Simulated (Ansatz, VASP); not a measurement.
# GaB3 in VASP and in Ansatz

```
CELL_PARAMETERS angstrom
2.70663 -2.98354 0.00000
2.70663 2.98354 0.00000
0.00000 0.00000 2.89363
ATOMIC_POSITIONS crystal
Ga 0.50000 0.50000 0.50000
B 0.14069 0.85931 0.50000
B 0.85931 0.14069 0.50000
B 0.00000 0.00000 0.00000
```

Alike in both runs: functional PBE; k mesh 4 × 4 × 6; occupations gaussian, width 0.1 eV; no spin polarisation.

Ansatz relaxed the structure, and its values are those at the end. VASP's run is a single point on that final structure, the one shown.

|  | VASP | Ansatz |
| --- | --- | --- |
| version | VASP 6.6.1 | Ansatz 0.2.0 |
| potentials or method | VASP PAW PBE potentials, release 64 (Ga_d, B) | scalar-relativistic, plane waves, PAW |
| plane-wave cutoff (eV) | 520 | 420 |
| valence electrons in the cell | 22 | 22 |

Ansatz gave:

* gap on the k mesh at the Fermi level (eV): none
* pressure (GPa): 0.0

Task: Estimate VASP's values.

Result: gap on the k mesh at the Fermi level (eV): none; pressure (GPa): 0.1.

A gap of «none» marks a metal or a gap that the smearing closes.

Caveats: the k mesh is coarse (spacing up to 0.39 Å⁻¹), so the values aren't converged.
